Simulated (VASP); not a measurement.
Set up this calculation in VASP 6.6.1, as the native input.

- Task: relaxation of cell and atoms
- Functional: PBE
- Potentials or basis: VASP PAW PBE potentials, release 64 (Au)
- Cutoff: 520 eV
- k mesh: 18 × 18 × 18
- Occupations: gaussian, width 0.1 eV
- Spin: no spin polarisation
- Further INCAR settings: ALGO = Normal; EDIFF = 0.05; IBRION = 2; EDIFFG = -0.002; NSW = 80; ISIF = 3

The structure of Au lies in POSCAR:

```
Au                                      
1.0
   -0.0000000000      2.0778227314      2.0778227314
    2.0778227314      0.0000000000      2.0778227314
    2.0778227314      2.0778227314     -0.0000000000
  Au            
     1
Direct
     0.0000000000000000    0.0000000000000000    0.0000000000000000
```

These files were run (other wordings do the same):

INCAR

```
PREC = Accurate
ENCUT = 520
EDIFF = 0.05
ISMEAR = 0
SIGMA = 0.1
LREAL = F
LASPH = T
NELM = 80
ALGO = Normal
ISIF = 3
LWAVE = F
LCHARG = F
GGA = PE
IBRION = 2
NSW = 80
EDIFFG = -0.002
```

KPOINTS

```
Automatic mesh
0
Gamma
  18 18 18
```

Potentials or basis: VASP PAW PBE potentials, release 64 (Au).

Run with:

```sh
$ cat potpaw_PBE.64/Au/POTCAR > POTCAR
$ mpirun -np 1 vasp_std > vasp.out
```

It gave:

```
Energy gained by relaxing : -1.9 meV/atom
Ionic steps               : 16
Pressure after relaxing   : 0.0 GPa
Band gap on the k mesh    : none (metal or under the smearing width)
```

Run time: 47 s on 1 thread of Intel(R) Xeon(R) Platinum 8488C (Sapphire Rapids), with other jobs on the host, peak memory 0.17 GiB.
